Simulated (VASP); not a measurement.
These are LDA (Ceperley-Alder, Perdew-Zunger), VASP's LDA PAW potentials (set 64) (plane waves; VASP 6.6.1) values and carry that method's errors.

VASP ran on this input.

File KPOINTS:
```
K-points
0
Gamma
  9 9 5
0 0 0
```

POSCAR:
```
TiTe2
1
    3.6659537413    -0.0000000000    -0.0000000000
   -1.8329768706     3.1748090608     0.0000000000
   -0.0000000000    -0.0000000000     6.3113527179
Ti Te
1 2
Direct
  0.0000000000   1.0000000000   0.0000000000
  0.6666670000   0.3333330000   0.7292440803
  0.3333330000   0.6666670000   0.2707559197
```

INCAR:
```
! general
SYSTEM  = TiTe2
PREC    = Accurate
ENCUT   = 530
LREAL   = F
LASPH   = T

! electronic loop
EDIFF   = 1E-7
NELM    = 100
ALGO    = Normal
LMAXMIX = 4

! smearing
ISMEAR  = 1
SIGMA   = 0.1

! ions
IBRION  = 6
NSW     = 1
ISIF    = 3
POTIM   = 0.015
NFREE   = 2

! output
LWAVE   = F
LCHARG  = F
```

POTCAR, in this order: Ti_sv Te (LDA.64 set). Program: vasp_std.

What VASP printed:

OSZICAR:
```
       N       E                     dE             d eps       ncg     rms          rms(c)
DAV:   1     0.180747205648E+03    0.18075E+03   -0.11273E+04  1600   0.144E+03
DAV:   2    -0.315433103306E+01   -0.18390E+03   -0.18262E+03  1768   0.348E+02
DAV:   3    -0.198163799254E+02   -0.16662E+02   -0.16189E+02  2728   0.918E+01
DAV:   4    -0.202451569547E+02   -0.42878E+00   -0.42670E+00  1896   0.154E+01
DAV:   5    -0.202657523197E+02   -0.20595E-01   -0.20592E-01  2648   0.295E+00    0.127E+01
DAV:   6    -0.202347688977E+02    0.30983E-01   -0.42815E+01  2184   0.425E+01    0.125E+01
DAV:   7    -0.185533581286E+02    0.16814E+01   -0.29242E+01  2224   0.330E+01    0.494E+00
DAV:   8    -0.183506147293E+02    0.20274E+00   -0.15518E+00  1976   0.919E+00    0.179E+00
DAV:   9    -0.183571173791E+02   -0.65026E-02   -0.12711E-01  2192   0.236E+00    0.115E+00
DAV:  10    -0.183513091263E+02    0.58083E-02   -0.18995E-01  2048   0.326E+00    0.733E-01
DAV:  11    -0.183480726504E+02    0.32365E-02   -0.20554E-02  2056   0.105E+00    0.332E-01
DAV:  12    -0.183480528497E+02    0.19801E-04   -0.35093E-04  1816   0.150E-01    0.198E-01
DAV:  13    -0.183480193125E+02    0.33537E-04   -0.14765E-04  2224   0.909E-02    0.492E-02
DAV:  14    -0.183480189387E+02    0.37380E-06   -0.44807E-06  1760   0.176E-02    0.431E-02
DAV:  15    -0.183480147082E+02    0.42305E-05   -0.17606E-05  2256   0.296E-02    0.132E-02
DAV:  16    -0.183480143141E+02    0.39401E-06   -0.30650E-06  2168   0.106E-02    0.302E-03
DAV:  17    -0.183480143186E+02   -0.44747E-08   -0.38949E-08   904   0.186E-03
   1 F= -.18348014E+02 E0= -.18348051E+02  d E =0.108631E-03
 Found     4 degrees of freedom:
 Adding 6 more for cell shape distortion
```

File OUTCAR:
```
------------------------ aborting loop because EDIFF is reached ----------------------------------------
  FORCE on cell =-STRESS in cart. coord.  units (eV):
  Direction    XX          YY          ZZ          XY          YZ          ZX
  --------------------------------------------------------------------------------------
  Total        0.0548407      0.0548407      0.0170329      0.0000000      0.0000000      0.0000000
  in kB        1.1961520      1.1961520      0.3715105      0.0000000      0.0000000      0.0000000
  external PRESSURE =       0.9212715 kB  Pullay stress =       0.0000000 kB
  volume of cell :       73.46
      direct lattice vectors                 reciprocal lattice vectors
     3.665953741  0.000000000  0.000000000     0.272780311  0.157489786  0.000000000
    -1.832976871  3.174809061  0.000000000     0.000000000  0.314979572  0.000000000
     0.000000000  0.000000000  6.311352718     0.000000000  0.000000000  0.158444639
 POSITION                                       TOTAL-FORCE (eV/Angst)
 -----------------------------------------------------------------------------------
      0.00000      0.00000      0.00000        -0.000000      0.000000      0.000000
      1.83298      1.05827      4.60252         0.000000     -0.000000      0.018083
     -0.00000      2.11654      1.70884        -0.000000      0.000000     -0.018083
 -----------------------------------------------------------------------------------
    total drift:                               -0.000000     -0.000000      0.000000
  FREE ENERGIE OF THE ION-ELECTRON SYSTEM (eV)
  ---------------------------------------------------
  free  energy   TOTEN  =       -18.3480143186 eV

  energy  without entropy=      -18.3481229499  energy(sigma->0) =      -18.34805053
```
(Selected blocks of OUTCAR.)

### stdout
```
...
DAV:   2    -0.315433103306E+01   -0.18390E+03   -0.18262E+03  1768   0.348E+02
DAV:   3    -0.198163799254E+02   -0.16662E+02   -0.16189E+02  2728   0.918E+01
DAV:   4    -0.202451569547E+02   -0.42878E+00   -0.42670E+00  1896   0.154E+01
DAV:   5    -0.202657523197E+02   -0.20595E-01   -0.20592E-01  2648   0.295E+00    0.127E+01
DAV:   6    -0.202347688977E+02    0.30983E-01   -0.42815E+01  2184   0.425E+01    0.125E+01
DAV:   7    -0.185533581286E+02    0.16814E+01   -0.29242E+01  2224   0.330E+01    0.494E+00
DAV:   8    -0.183506147293E+02    0.20274E+00   -0.15518E+00  1976   0.919E+00    0.179E+00
DAV:   9    -0.183571173791E+02   -0.65026E-02   -0.12711E-01  2192   0.236E+00    0.115E+00
DAV:  10    -0.183513091263E+02    0.58083E-02   -0.18995E-01  2048   0.326E+00    0.733E-01
DAV:  11    -0.183480726504E+02    0.32365E-02   -0.20554E-02  2056   0.105E+00    0.332E-01
DAV:  12    -0.183480528497E+02    0.19801E-04   -0.35093E-04  1816   0.150E-01    0.198E-01
DAV:  13    -0.183480193125E+02    0.33537E-04   -0.14765E-04  2224   0.909E-02    0.492E-02
DAV:  14    -0.183480189387E+02    0.37380E-06   -0.44807E-06  1760   0.176E-02    0.431E-02
DAV:  15    -0.183480147082E+02    0.42305E-05   -0.17606E-05  2256   0.296E-02    0.132E-02
DAV:  16    -0.183480143141E+02    0.39401E-06   -0.30650E-06  2168   0.106E-02    0.302E-03
DAV:  17    -0.183480143186E+02   -0.44747E-08   -0.38949E-08   904   0.186E-03
   1 F= -.18348014E+02 E0= -.18348051E+02  d E =0.108631E-03
 Found     4 degrees of freedom:
 Adding 6 more for cell shape distortion
 Finite differences POTIM= 0.01500 DOF=  10

 -----------------------------------------------------------------------------
|                                                                             |
|     EEEEEEE  RRRRRR   RRRRRR   OOOOOOO  RRRRRR      ###     ###     ###     |
|     E        R     R  R     R  O     O  R     R     ###     ###     ###     |
|     E        R     R  R     R  O     O  R     R     ###     ###     ###     |
|     EEEEE    RRRRRR   RRRRRR   O     O  RRRRRR       #       #       #      |
|     E        R   R    R   R    O     O  R   R                               |
|     E        R    R   R    R   O     O  R    R      ###     ###     ###     |
|     EEEEEEE  R     R  R     R  OOOOOOO  R     R     ###     ###     ###     |
|                                                                             |
|     RE_READ_KPOINTS: the new IBZ does not contain all k-points of the       |
|     original IBZ.                                                           |
|                                                                             |
|     ... try setting KBLOWUP=.FALSE.                                         |
|     ... as a last resort: switch off symmetry                               |
|                                                                             |
|       ---->  I REFUSE TO CONTINUE WITH THIS SICK JOB ... BYE!!! <----       |
|                                                                             |
 -----------------------------------------------------------------------------
```

VASP stops with an error: RE_READ_KPOINTS: the new IBZ does not contain all k-points of the original IBZ. ... try setting KBLOWUP=.FALSE. ... as a last resort: switch off symmetry ----> I REFUSE TO CONTINUE WITH THIS SICK JOB ... BYE!!! <----

The structure comes from a computed database's TiTe2 entry (P-3m1); how it stands against other phases isn't given here. It was relaxed first, which changed the volume by -14 %.
